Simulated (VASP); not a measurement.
Output of a VASP run:

File OSZICAR:
```
       N       E                     dE             d eps       ncg     rms          rms(c)
DAV:   1     0.217477847539E+03    0.21748E+03   -0.15047E+04  5846   0.191E+03
DAV:   2    -0.145303435565E+02   -0.23201E+03   -0.22693E+03  5862   0.371E+02
DAV:   3    -0.279182561245E+02   -0.13388E+02   -0.12864E+02  6811   0.117E+02
DAV:   4    -0.284182628338E+02   -0.50001E+00   -0.48534E+00  6687   0.213E+01
DAV:   5    -0.284331685153E+02   -0.14906E-01   -0.14828E-01  7821   0.306E+00    0.192E+01
DAV:   6    -0.252822329039E+02    0.31509E+01   -0.63757E+01  6605   0.109E+02    0.125E+01
DAV:   7    -0.253125815216E+02   -0.30349E-01   -0.15931E+01  8508   0.722E+01    0.181E+01
DAV:   8    -0.237642714644E+02    0.15483E+01   -0.94366E+00  7662   0.461E+01    0.389E+00
DAV:   9    -0.241333574761E+02   -0.36909E+00   -0.27028E+00  9724   0.354E+01    0.969E+00
DAV:  10    -0.237007954087E+02    0.43256E+00   -0.20097E+00  8755   0.277E+01    0.177E+00
DAV:  11    -0.236935325476E+02    0.72629E-02   -0.11850E-01  8481   0.716E+00    0.101E+00
DAV:  12    -0.236843785381E+02    0.91540E-02   -0.30002E-02  8298   0.315E+00    0.286E-01
DAV:  13    -0.236835981931E+02    0.78034E-03   -0.29286E-03  6773   0.922E-01    0.928E-02
DAV:  14    -0.236835749164E+02    0.23277E-04   -0.34344E-04  6537   0.337E-01    0.448E-02
DAV:  15    -0.236835740475E+02    0.86893E-06   -0.44713E-05  7298   0.124E-01    0.155E-02
DAV:  16    -0.236835728630E+02    0.11845E-05   -0.10331E-05  6842   0.390E-02    0.623E-03
DAV:  17    -0.236835721183E+02    0.74477E-06   -0.22353E-06  4368   0.229E-02
   1 F= -.23683572E+02 E0= -.23684602E+02  d E =0.308951E-02
```

### OUTCAR
```
------------------------ aborting loop because EDIFF is reached ----------------------------------------
  FORCE on cell =-STRESS in cart. coord.  units (eV):
  Direction    XX          YY          ZZ          XY          YZ          ZX
  --------------------------------------------------------------------------------------
  Total       -4.8620706     -5.2766035     -4.7934051      0.0000000      0.0000000      0.0000000
  in kB     -165.4180266   -179.5213204   -163.0818776      0.0000000      0.0000000      0.0000000
  external PRESSURE =    -169.3404082 kB  Pullay stress =       0.0000000 kB
  volume of cell :       47.09
      direct lattice vectors                 reciprocal lattice vectors
     3.595891000  0.000000000  0.000000000     0.278095193  0.000000000  0.000000000
     0.000000000  3.649538000  0.000000000     0.000000000  0.274007285  0.000000000
     0.000000000  0.000000000  3.588431000     0.000000000  0.000000000  0.278673325
 POSITION                                       TOTAL-FORCE (eV/Angst)
 -----------------------------------------------------------------------------------
      0.00000      0.00000      0.00000         0.143282      0.000000      0.000000
      0.00000      1.82477      1.79422         0.291660      0.000000      0.000000
      1.79795      0.00000      1.79422         0.080914      0.000000      0.000000
      1.88750      1.82477      0.00000        -0.515856      0.000000      0.000000
 -----------------------------------------------------------------------------------
    total drift:                               -0.000433     -0.000000      0.000018
  FREE ENERGIE OF THE ION-ELECTRON SYSTEM (eV)
  ---------------------------------------------------
  free  energy   TOTEN  =       -23.6835721183 eV

  energy  without entropy=      -23.6866616322  energy(sigma->0) =      -23.68460196

 total charge

# of ion       s       p       d       tot
------------------------------------------
    1        0.434   0.423   6.225   7.082
    2        0.476   0.456   8.284   9.216
    3        0.475   0.455   8.284   9.214
    4        0.477   0.457   8.284   9.218
--------------------------------------------------
tot          1.862   1.791  31.077  34.730
```
(Selected blocks of OUTCAR.)

File POSCAR:
```
Ni3Fe
1
    3.5958910000     0.0000000000     0.0000000000
    0.0000000000     3.6495380000     0.0000000000
    0.0000000000     0.0000000000     3.5884310000
Fe Ni
1 3
Direct
  0.0000000000   0.0000000000   0.0000000000
  0.0000000000   0.5000000000   0.5000000000
  0.5000000000   0.0000000000   0.5000000000
  0.5249060000   0.5000000000   0.0000000000
```

Task: Write an INCAR and KPOINTS that could have produced this output.

Result: Several could match; the one computed here: the input of the run itself, PBE GGA, plane waves, VASP's PBE PAW potentials (set 64).

**INCAR**
```
ISIF  =  2
EDIFF  =  1E-6
LORBIT  =  10
ENCUT  =  400   ! plane-wave cut-off (eV)
LCHARG  =  .FALSE.
NELM  =  100   ! most electronic steps
LWAVE  =  .FALSE.
LASPH  =  .TRUE.   ! aspherical one-centre terms
SYSTEM  =  Ni3Fe
ISPIN  =  1
ALGO  =  Normal
ISMEAR  =  1   ! Methfessel-Paxton
PREC  =  Accurate
LREAL  =  .FALSE.
GGA  =  PE   ! PBE
SIGMA  =  0.1
LMAXMIX  =  4   ! l cut-off of mixed one-centre charges
```

KPOINTS:
```
kpoints
0
Gamma
8 8 8
```

POTCAR, in this order: Fe Ni (PBE.64 set). Program: vasp_std.

The compound is Ni3Fe in the L1_2 structure. The cell was not relaxed at this level, atoms are displaced from their ideal sites. The run is one of a series of settings (ISPIN = 1, the spin start removed against the base run), some of them coarse on purpose. The run is not spin-polarised, so no magnetic state was tried.
